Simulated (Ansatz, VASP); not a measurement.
## Si17B22O67 (amorphous 61SiO2-39B2O3 (mol %)) in two plane-wave programs

Wanted: the spread between two codes on one cell, functional and k mesh. The cell is taken from a series of runs on this material, whose earlier steps may have relaxed, scaled, displaced or heated it; both programs get it as it stands.

Main program and level: Ansatz 0.2.0; plane waves, with VASP 6.6.1 beside it; PBE.

## Step 1: The structure

The cell holds 106 atoms: 17 Si, 22 B and 67 O. Its edges and angles: a = 11.360 Å, b = 11.360 Å, c = 11.360 Å, α = 90.0°, β = 90.0°, γ = 90.0°. As first built, before any earlier steps moved the atoms or strained the cell (in the runner's words): 106 atoms (17 Si, 22 B, 67 O) placed at random at 2.02 g/cm^3, melted at 4000 K for 10 ps at fixed volume with the Buckingham and Coulomb pair potential of Guillot and Sator (Geochim. Cosmochim. Acta 71, 1249 (2007)) with the boron terms of Wang et al. (J. Non-Cryst. Solids 498, 294 (2018)). Quenched from 4000 K to 300 K at 100 K/ps and fixed volume, held 5 ps, then minimised at fixed cell. The cell carries charge +1.

## Step 2: Ansatz: single point, PBE

Ansatz runs on its default PAW (the set named soft_2) files.

A single point takes one fixed geometry, so differences don't come from the geometry; what else differs is listed under the comparison.

File input.yaml:

```yaml
crystal:
  lattice:
    - [11.3595, 0.0, 0.0]
    - [0.0, 11.3595, 0.0]
    - [0.0, 0.0, 11.3595]
  atoms:
    - { symbol: Si, position: [0.95909, 0.13507, 0.09529] }
    - { symbol: Si, position: [0.84637, 0.63925, 0.12539] }
    - { symbol: Si, position: [0.1823, 0.41279, 0.36251] }
    - { symbol: Si, position: [0.96945, 0.87047, 0.20562] }
    - { symbol: Si, position: [0.19364, 0.54072, 0.89078] }
    - { symbol: Si, position: [0.79578, 0.28341, 0.41424] }
    - { symbol: Si, position: [0.38919, 0.39632, 0.75928] }
    - { symbol: Si, position: [0.50475, 0.0012, 0.97631] }
    - { symbol: Si, position: [0.81337, 0.32543, 0.67464] }
    - { symbol: Si, position: [0.5153, 0.6335, 0.5368] }
    - { symbol: Si, position: [0.93191, 0.55974, 0.58994] }
    - { symbol: Si, position: [0.87285, 0.93389, 0.46253] }
    - { symbol: Si, position: [0.41628, 0.12592, 0.77482] }
    - { symbol: Si, position: [0.42565, 0.1982, 0.15113] }
    - { symbol: Si, position: [0.62708, 0.50234, 0.74466] }
    - { symbol: Si, position: [0.18264, 0.83556, 0.34991] }
    - { symbol: Si, position: [0.65894, 0.97574, 0.32263] }
    - { symbol: B, position: [0.78263, 0.67824, 0.75354] }
    - { symbol: B, position: [0.18442, 0.25598, 0.16149] }
    - { symbol: B, position: [0.36692, 0.03391, 0.5697] }
    - { symbol: B, position: [0.95968, 0.46801, 0.96128] }
    - { symbol: B, position: [0.11995, 0.62528, 0.45788] }
    - { symbol: B, position: [0.90942, 0.25356, 0.88804] }
    - { symbol: B, position: [0.37322, 0.4388, 0.50923] }
    - { symbol: B, position: [0.2872, 0.74973, 0.81426] }
    - { symbol: B, position: [0.637, 0.03462, 0.77985] }
    - { symbol: B, position: [0.32343, 0.56449, 0.10997] }
    - { symbol: B, position: [0.46812, 0.7619, 0.9691] }
    - { symbol: B, position: [0.37265, 0.7268, 0.24735] }
    - { symbol: B, position: [0.7555, 0.15508, 0.22586] }
[... 70 atom lines left out ...]
    - { symbol: O, position: [0.48986, 0.0854, 0.09087] }
    - { symbol: O, position: [0.64937, 0.83707, 0.28923] }
    - { symbol: O, position: [0.39185, 0.91536, 0.56071] }
    - { symbol: O, position: [0.84626, 0.19828, 0.16005] }
    - { symbol: O, position: [0.39715, 0.04013, 0.88853] }
    - { symbol: O, position: [0.72614, 0.9931, 0.70815] }
total_charge: 1
kpoints:
  mp_grid: { grid: [1, 1, 1] }
hamiltonian:
  xc: pbe
scf:
  occupations: { method: fermi_dirac, width: 0.01 }
  lower_state_search: "off"
output:
  forces: true
  stress: true
  populations: true
  dos:
    method: { smearing: { sigma: 0.1 } }
    de: 0.1
    projected: { site_lists: { B: [B], O: [O], Si: [Si] } }
  eigenvalues: true
  write_density: true
  write_potential: true
  volumetric_format: npy
magnetization:
  spin_polarized: true
  initial_magnetization: 1
```

The run is started by

```bash
ansatz run input.yaml --threads 4 --pin off --max-ram 8192MiB --backend cpu --events-out ev --progress --plain --runs-dir out
```

Numbers of over 12 decimals in the logs are rounded to 6 here.

What it wrote:

```text
Engine: ansatz 0.2.0, x86_64-unknown-linux-gnu
Pseudopotentials: kind: paw
Pseudopotential: Si, paw, valence charge 4, recommended cutoff 420 eV (normal), Si.paw.azcp
Pseudopotential: B, paw, valence charge 3, recommended cutoff 420 eV (normal), B.paw.azcp
Pseudopotential: O, paw, valence charge 6, recommended cutoff 420 eV (normal), O.paw.azcp
Functional definition: PBE
  parameter kappa = 0.804
  parameter beta = 0.066725
  exchange = pbe_x(kappa = kappa, mu = beta*pi^2/3)
  correlation = pbe_c(beta = beta)
Crystal: 106 atoms, lattice volume = 1465.810 Å³
Basis set: ecut = 420 eV, 28545 PW (Γ), exchange–correlation on 160×160×160 points (8 copies of the dense FFT grid, shifted against one another)
Bands: 374, of which v1, the nominal top of the filled ones, is band 268 counted from 1 (267 counted from 0)
Symmetry: 1 space group operations
Space group: P1 (ITA 1), of the structure as read, at distance tolerance 1.1e-4 Å
Magnetic group: BNS 1.1 (UNI 1), of the structure as read, at distance tolerance 1.1e-4 Å
k-points: 1
Non-local potential: Si, projectors of the file, l = 0: 2, l = 1: 2, l = 2: 2
Non-local potential: B, projectors of the file, l = 0: 2, l = 1: 2, l = 2: 1
Non-local potential: O, projectors of the file, l = 0: 2, l = 1: 2, l = 2: 1
PAW form: soft (Blöchl's): semilocal exchange-correlation on the pseudo side does not see the compensation charge
PAW one-centre angular grid: Si, 110 points (default); XC on 64 Gauss nodes
PAW one-centre angular grid: B, 110 points (default); XC on 64 Gauss nodes
PAW one-centre angular grid: O, 110 points (default); XC on 64 Gauss nodes
Initial density: superposition of atomic densities (chi_scale 0.1, normalization cell, long waves kept (reshape's long-wave potential 0.13 eV rms))
Starting moments: Σ|m| = 1 μB on 106 of 106 sites
Initial wavefunctions: pseudopotential atomic-orbital guess
Functional: x = pbe(κ = 0.804, μ = 0.219515), c = pbe(β = 0.066725)
SCF iter   1: F=—  HF=-52415.358993 eV  |F-HF|=—  |Δ(HF+E_count)|=         —  Δρ=5.97e-2 (↑5.97e-2 ↓5.93e-2)  dr2=1.87e2  dr2_m=2.08e-1  M=1.000 μB ∫|m|=1.024 μB  β_m=1.00  ethr=3.10e-3  ⟨swp⟩=6.0  Hψ=3042  notcnv=0  defer=152
preconditioner: auto → Resta (q_TF=auto, 2.306 Å⁻¹)  ε∞=2.6  [insulator: Δε(μ)=0.103 eV  Ē_g=17.835 eV  σ=0.010 eV  W_gap=0.99  n_scr=304 (ndim 8)  ℏωp=22.4 eV  f_vac=0.164  D(μ)=1.27/eV (n_scr^D=0)  ε∞_Penn≈2.6]
spin=Collinear: Resta preconditioning applied to the charge; magnetization (m = ρ↑ − ρ↓) channel mixes plain (no charge-response kernel on spin).
SCF iter   2: F=—  HF=-52369.640805 eV  |F-HF|=—  |Δ(HF+E_count)|=         —  Δρ=2.89e-2 (↑2.73e-2 ↓2.89e-2)  dr2=4.34e1  dr2_m=1.69e-1  M=0.277 μB ∫|m|=0.445 μB  β_m=0.30  ethr=3.10e-3  ⟨swp⟩=3.0  Hψ=1420  notcnv=0  defer=200
Mixer restart at iter 2: flushing history
preconditioner: auto → none  [metal: Δε(μ)=0.011 eV  Ē_g=17.099 eV  σ=0.010 eV  W_gap=0.28  n_scr=304 (ndim 8)  ℏωp=22.4 eV  f_vac=0.175  D(μ)=46.27/eV (n_scr^D=340)]
SCF iter   3: F=—  HF=-52360.347124 eV  |F-HF|=—  |Δ(HF+E_count)|=    9.29e0  Δρ=1.75e-2 (↑1.66e-2 ↓1.75e-2)  dr2=1.18e1  dr2_m=5.84e-2  M=1.000 μB ∫|m|=1.077 μB  β_m=0.30  ethr=3.10e-3  ⟨swp⟩=4.0  Hψ=1979  notcnv=0  defer=197
SCF iter   4: F=—  HF=-52359.571281 eV  |F-HF|=—  |Δ(HF+E_count)|=   7.76e-1  Δρ=1.35e-2 (↑1.11e-2 ↓1.35e-2)  dr2=6.22e0  dr2_m=1.25e-1  M=0.217 μB ∫|m|=0.378 μB  β_m=0.30  ethr=2.21e-3  ⟨swp⟩=4.0  Hψ=1986  notcnv=0  defer=200
SCF iter   5: F=—  HF=-52358.927762 eV  |F-HF|=—  |Δ(HF+E_count)|=   6.44e-1  Δρ=8.49e-3 (↑7.20e-3 ↓8.49e-3)  dr2=2.44e0  dr2_m=6.23e-2  M=0.358 μB ∫|m|=0.477 μB  β_m=0.30  ethr=1.16e-3  ⟨swp⟩=3.0  Hψ=1010  notcnv=0  defer=204
SCF iter   6: F=—  HF=-52358.917879 eV  |F-HF|=—  |Δ(HF+E_count)|=   9.88e-3  Δρ=7.16e-3 (↑4.31e-3 ↓7.16e-3)  dr2=1.88e0  dr2_m=7.17e-2  M=0.959 μB ∫|m|=1.019 μB  β_m=0.30  ethr=4.56e-4  ⟨swp⟩=4.5  Hψ=1777  notcnv=0  defer=201
SCF iter   7: F=—  HF=-52358.785903 eV  |F-HF|=—  |Δ(HF+E_count)|=   1.32e-1  Δρ=6.06e-3 (↑2.19e-3 ↓6.06e-3)  dr2=1.26e0  dr2_m=9.78e-2  M=0.683 μB ∫|m|=0.797 μB  β_m=0.30  ethr=3.51e-4  ⟨swp⟩=3.5  Hψ=1269  notcnv=0  defer=203
SCF iter   8: F=—  HF=-52358.843468 eV  |F-HF|=—  |Δ(HF+E_count)|=   5.76e-2  Δρ=4.66e-3 (↑2.81e-3 ↓4.66e-3)  dr2=1.15e0  dr2_m=2.13e-2  M=0.536 μB ∫|m|=0.641 μB  β_m=0.30  ethr=2.36e-4  ⟨swp⟩=6.0  Hψ=892  notcnv=0  defer=201
SCF iter   9: F=—  HF=-52358.881392 eV  |F-HF|=—  |Δ(HF+E_count)|=   3.79e-2  Δρ=6.86e-3 (↑1.38e-3 ↓6.86e-3)  dr2=1.67e0  dr2_m=1.19e-1  M=0.999 μB ∫|m|=1.083 μB  β_m=0.30  ethr=2.15e-4  ⟨swp⟩=4.5  Hψ=730  notcnv=0  defer=201
SCF iter  10: F=—  HF=-52358.774638 eV  |F-HF|=—  |Δ(HF+E_count)|=   1.07e-1  Δρ=4.50e-3 (↑1.18e-3 ↓4.50e-3)  dr2=6.46e-1  dr2_m=6.48e-2  M=0.564 μB ∫|m|=0.689 μB  β_m=0.30  ethr=2.15e-4  ⟨swp⟩=4.0  Hψ=987  notcnv=0  defer=204
[...]
k-point 0 ↓: bands = [... 264 lower, 0.4317, 0.4418, 0.4588, 0.4804, 6.2302, 7.0374, 7.1958, 7.2278, ... 102 higher]
--- Löwdin populations: 106 sites ---
  site symbol       q [e]    m [muB]
     0     Si      2.1797    -0.0009
     1     Si      2.1773    -0.0024
     2     Si      2.1877    -0.0035
     3     Si      2.2061    -0.0009
     4     Si      2.1792    -0.0026
     5     Si      2.1924    -0.0025
     6     Si      2.1993    -0.0007
     7     Si      2.1969    -0.0013
     8     Si      2.2030    -0.0023
     9     Si      2.1985    -0.0003
    10     Si      2.1998    -0.0024
    11     Si      2.1988    -0.0013
    12     Si      2.2007    -0.0010
    13     Si      2.1886    -0.0032
    14     Si      2.2146    -0.0011
    15     Si      2.2004    -0.0003
    16     Si      2.2044    -0.0016
    17      B      2.3014    -0.0022
    18      B      2.3027    -0.0044
    19      B      2.3085    -0.0010
    20      B      2.3080    -0.0023
    21      B      2.3294    -0.0003
    22      B      2.2927    -0.0015
    23      B      2.3121    -0.0014
[...]
98      O      6.5661     0.0312
    99      O      6.5656     0.0327
   100      O      6.7655     0.0193
   101      O      6.5685     0.0019
   102      O      6.3747     0.0130
   103      O      6.5694     0.0068
   104      O      6.7711     0.0078
   105      O      6.3708     0.0122
  spilling = 0.011882 (of n_electrons = 535.000000)
```

The column dr2 measures how far the density is from self-consistency, as an energy; F and HF (Harris–Foulkes) agree once it is small.

## Step 3: VASP: single point, PBE

The same cell, functional, mesh and smearing now go to VASP, with its own data sets.

Lines of VASP's logs that name or quote its potential files are left out, and so is its time.

File INCAR:

```
SYSTEM = Si17B22O67
PREC = Accurate
ENCUT = 600
EDIFF = 1E-06
NELM = 200
ISMEAR = -1
SIGMA = 0.01
LREAL = Auto
ALGO = Normal
GGA = PE
NELECT = 535
NBANDS = 344
ISPIN = 2
MAGMOM = -0 -0 -0 -0 -0 -0 -0 -0 -0 0 -0 -0 -0 -0 -0 0 -0 -0 -0 -0 -0 -0 -0 -0 -0 -0 -0 -0 0 -0 0 -0 -0 -0 -0 -0 -0 -0 -0 0 0 0.02 0 0.01 0 0.02 0 0 0.02 0.06 0.01 0.02 0 0.01 0 0.01 0.01 0.02 0 0.01 0.01 0.01 0.02 0 0.01 0.01 0.02 0.01 0.04 0.02 0 0.02 0.01 0 0 0 0.01 0.01 0 0.02 0 0.02 0.01 0.01 0.01 0.02 0.01 0 0.01 0 0.01 0 0.02 0.01 0.01 0.01 0.01 0 0.02 0.02 0.01 0 0.01 0 0.01 0.01
LORBIT = 11
LWAVE = .FALSE.
LCHARG = .FALSE.
ISIF = 2
LASPH = .TRUE.
GGA_COMPAT = .FALSE.
NCORE = 2
```

File POSCAR:

```
Si17B22O67
1.0
   11.3595000000      0.0000000000      0.0000000000
    0.0000000000     11.3595000000      0.0000000000
    0.0000000000      0.0000000000     11.3595000000
Si B O
17 22 67
Direct
    0.9590900000      0.1350700000      0.0952900000
    0.8463700000      0.6392500000      0.1253900000
    0.1823000000      0.4127900000      0.3625100000
    0.9694500000      0.8704700000      0.2056200000
    0.1936400000      0.5407200000      0.8907800000
    0.7957800000      0.2834100000      0.4142400000
    0.3891900000      0.3963200000      0.7592800000
    0.5047500000      0.0012000000      0.9763100000
    0.8133700000      0.3254300000      0.6746400000
    0.5153000000      0.6335000000      0.5368000000
    0.9319100000      0.5597400000      0.5899400000
    0.8728500000      0.9338900000      0.4625300000
    0.4162800000      0.1259200000      0.7748200000
    0.4256500000      0.1982000000      0.1511300000
    0.6270800000      0.5023400000      0.7446600000
    0.1826400000      0.8355600000      0.3499100000
    0.6589400000      0.9757400000      0.3226300000
    0.7826300000      0.6782400000      0.7535400000
    0.1844200000      0.2559800000      0.1614900000
    0.3669200000      0.0339100000      0.5697000000
    0.9596800000      0.4680100000      0.9612800000
    0.1199500000      0.6252800000      0.4578800000
    0.9094200000      0.2535600000      0.8880400000
    0.3732200000      0.4388000000      0.5092300000
    0.2872000000      0.7497300000      0.8142600000
    0.6370000000      0.0346200000      0.7798500000
    0.3234300000      0.5644900000      0.1099700000
    0.4681200000      0.7619000000      0.9691000000
    0.3726500000      0.7268000000      0.2473500000
    0.7555000000      0.1550800000      0.2258600000
[... 70 atom lines left out ...]
    0.4898600000      0.0854000000      0.0908700000
    0.6493700000      0.8370700000      0.2892300000
    0.3918500000      0.9153600000      0.5607100000
    0.8462600000      0.1982800000      0.1600500000
    0.3971500000      0.0401300000      0.8885300000
    0.7261400000      0.9931000000      0.7081500000
```

File KPOINTS:

```
Automatic mesh
0
Gamma
1 1 1
0 0 0
```

The projector-augmented-wave data sets are Si, B and O (PBE family, release 64).

The run is started by

```bash
mpirun -np 8 vasp_gam
```

What it wrote:

```text
[banner, memory and clock lines left out]
running    8 mpi-ranks, on    1 nodes
[...]
LDA part: xc-table for (Slater+PW92), standard interpolation
 POSCAR, INCAR and KPOINTS ok, starting setup
[...]
entering main loop
       N       E                     dE             d eps       ncg     rms          rms(c)
DAV:   1     0.530471685117E+04    0.53047E+04   -0.34131E+05  1400   0.169E+03
DAV:   2    -0.451667134027E+03   -0.57564E+04   -0.55673E+04  1704   0.396E+02
DAV:   3    -0.921475843154E+03   -0.46981E+03   -0.46572E+03  1608   0.119E+02
DAV:   4    -0.931351278976E+03   -0.98754E+01   -0.98309E+01  1640   0.186E+01
DAV:   5    -0.931585343100E+03   -0.23406E+00   -0.23364E+00  1632   0.269E+00BRMIX: very serious problems
 the old and the new charge density differ
 old charge density:   536.00000 new  535.00000
    0.715E+01
DAV:   6    -0.840893634064E+03    0.90692E+02   -0.36286E+02  1536   0.319E+01    0.319E+01
DAV:   7    -0.839546655183E+03    0.13470E+01   -0.14365E+01  1696   0.685E+00    0.146E+01
DAV:   8    -0.838971489990E+03    0.57517E+00   -0.25933E+00  1760   0.446E+00    0.698E+00
DAV:   9    -0.838940561929E+03    0.30928E-01   -0.19362E+00  1712   0.282E+00    0.432E+00
[...]
DAV:  29    -0.839008331603E+03    0.14787E-04   -0.35563E-05  1520   0.106E-02    0.205E-02
DAV:  30    -0.839008327154E+03    0.44491E-05   -0.98743E-06  1504   0.700E-03    0.164E-02
DAV:  31    -0.839008327784E+03   -0.63012E-06   -0.93266E-06  1288   0.640E-03
   1 F= -.83900833E+03 E0= -.83900104E+03  d E =-.145799E-01  mag=     0.9958
```

From OUTCAR (step 3):

```text
  FREE ENERGIE OF THE ION-ELECTRON SYSTEM (eV)
  ---------------------------------------------------
  free  energy   TOTEN  =      -839.0083277843 eV

  energy  without entropy=     -838.9937478583  energy(sigma->0) =     -839.00103782

 magnetization (x)
# of ion       s       p       d       tot
------------------------------------------
    1       -0.000  -0.000   0.000  -0.000
    2       -0.000  -0.001   0.000  -0.001
    3       -0.000  -0.001   0.000  -0.002
    4       -0.000  -0.000   0.000  -0.000
    5       -0.000  -0.001   0.000  -0.001
    6       -0.000  -0.001   0.000  -0.001
    7       -0.000  -0.000   0.000  -0.000
    8       -0.000  -0.000   0.000  -0.000
    9       -0.000  -0.001   0.000  -0.001
   10        0.000  -0.000   0.000  -0.000
   11       -0.000  -0.001   0.000  -0.001
   12       -0.000  -0.000   0.000  -0.001
   13       -0.000  -0.000   0.000  -0.001
[...]
--------------------------------------------------
tot          0.007   0.833   0.000   0.840
```

The cell is charged against a uniform background.

The run ends at a pressure of -0.31 GPa, with forces up to 0.093 eV/Å.

## Step 4: Comparison

Known differences besides the potentials themselves: VASP starts from the moments at which Ansatz ended; the cutoff is 420 eV in Ansatz and 600 eV in VASP (PREC = Accurate, projectors in real space); site moments are counted in spheres of each program's own size. Total energies have different zeros and are not compared.

Compared:

```csv
quantity,Ansatz,VASP,difference
total moment (μB),0.99,1.00,0.00
moment on O50 (μB),0.06,0.08,-0.02
```

Forces on 8 of the 106 atoms, those with the largest forces and the largest differences (eV/Å; atoms numbered as in POSCAR):

```csv
atom,"Ansatz x, y, z","VASP x, y, z"
Si5,"0.000, 0.007, -0.039","-0.039, -0.023, -0.053"
Si8,"-0.006, -0.012, -0.001","0.025, -0.030, 0.085"
Si16,"-0.009, 0.015, 0.010","0.033, 0.041, 0.039"
B26,"-0.001, 0.006, -0.005","0.078, 0.023, -0.046"
B27,"-0.005, -0.019, -0.004","-0.052, -0.046, -0.005"
B30,"-0.001, -0.028, 0.005","-0.014, 0.018, -0.040"
B31,"0.008, 0.006, 0.006","0.062, -0.014, -0.023"
B35,"0.008, 0.011, -0.011","-0.019, 0.038, -0.051"
```

The forces differ by 20 meV/Å r.m.s., which is 91.9 % of the r.m.s. force of 0.022 eV/Å (both taken over all components). The cell carries a charge of +1 e against a uniform background, so its pressure also hangs on how the neutralising background is counted, and in a defect's cell a gap may be the spacing between its levels.

## Step 5: Results

```yaml
r_m_s_force_difference_single_point_pbe: 20 meV/Å
```

In words: The r.m.s. force difference is 20 meV/Å (single point, PBE), beyond the 12 meV/Å picked in this series as the mark of a large difference. What causes the difference of the single point, PBE pair stays open here. How closely two codes agree says nothing of how well the functional describes the real material.

[Lines on the potential files, build, host, timing and source positions are cut from VASP's logs without a mark.]

[Logs are printed without paths, hosts, clocks, repeated set-up lines and the standing remarks that a program may print on its own settings, such as how far it seeks lower states.]

[Hosts, paths, dates, database ids (printed as entryN), source tags and the programs' standing remarks are cut or masked in the printed files.]
